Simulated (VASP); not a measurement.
Given:

```
CELL_PARAMETERS angstrom
      0.00000     2.03495     2.03495
      2.03495     0.00000     2.03495
      2.03495     2.03495     0.00000
ATOMIC_POSITIONS crystal
  Li 0.00000 0.00000 0.00000
  F  0.50000 0.50000 0.50000
```

Calculation: rev-vdW-DF2, VASP's PBE PAW potentials (set 64) (plane waves; VASP). Numerical set-up: 520 eV cut-off, 11×11×11 Γ-centred mesh, Gaussian smearing of 0.050 eV, potentials Li_sv F.

### Question
The job: LiF (rock salt), 2 atoms, rev-vdW-DF2, static run, 520 eV, 11×11×11 Γ-centred mesh. Roughly how much core time does it take on a busy server core?

### Answer
About 20 core-seconds (one run on a shared machine, a rough figure). It had 56 irreducible k-points, 9 bands, up to 465 plane waves and 13 electronic steps.

The compound is LiF in the rock salt structure. This cell is one point of a volume scan, at 1.03 of the reference volume.
